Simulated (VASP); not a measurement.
VASP runs on Tb (a trial cell in the simple-cubic structure, space group Pm-3m) share one base input (PBE GGA, plane waves, VASP's PBE PAW potentials (set 64)) and change the settings named in each case.

### KPOINTS
```
kpoints
0
G
 10 10 10
0 0 0
```

**POSCAR**
```
Tb
1
    3.2949790000     0.0000000000     0.0000000000
    0.0000000000     3.2949790000     0.0000000000
    0.0000000000     0.0000000000     3.2949790000
Tb
1
Direct
  0.0000000000   0.0000000000   0.0000000000
```

**INCAR**
```
ALGO  =  Normal
EDIFF  =  1E-6
ENCUT  =  400
GGA  =  PE
ISIF  =  2
ISMEAR  =  1
LASPH  =  .TRUE.
LCHARG  =  .FALSE.
LMAXMIX  =  6
LREAL  =  .FALSE.
LWAVE  =  .FALSE.
NELM  =  100
PREC  =  Accurate
SIGMA  =  0.1
SYSTEM  =  Tb
```

POTCAR, in this order: Tb_3 (PBE.64 set). Program: vasp_std.

```json
[
 {"change": "base run", "E(σ→0) (eV/atom)": "-3.7932", "pressure (GPa)": "-0.94", "plane waves": "672"},
 {"change": "ENCUT = 150", "E(σ→0) (eV/atom)": "-3.7725", "pressure (GPa)": "-1.35", "plane waves": "160"},
 {"change": "ENCUT = 250", "E(σ→0) (eV/atom)": "-3.7911", "pressure (GPa)": "-0.98", "plane waves": "341"},
 {"change": "ENCUT = 350", "E(σ→0) (eV/atom)": "-3.7928", "pressure (GPa)": "-0.95", "plane waves": "554"},
 {"change": "ENCUT = 450", "E(σ→0) (eV/atom)": "-3.7934", "pressure (GPa)": "-0.94", "plane waves": "804"},
 {"change": "ENCUT = 500", "E(σ→0) (eV/atom)": "-3.7935", "pressure (GPa)": "-0.94", "plane waves": "934"},
 {"change": "ENCUT = 550", "E(σ→0) (eV/atom)": "-3.7935", "pressure (GPa)": "-0.94", "plane waves": "1068"}
]
```
 The 4f electrons are frozen in the core of the lanthanide potential, so 4f levels, which can set the real gap, and their magnetism are missing.

Left out are runs that ran out of time, are held back, or changed the cell or the kind of run, fixed moments of cells without a moment, rows past the twelfth, gaps on odd meshes, pressures of charged cells and columns that move by less than the noise.

The structure was generated: Tb was put into the simple-cubic type (Pm-3m), which need not be its known phase. The cell was not relaxed at this level.
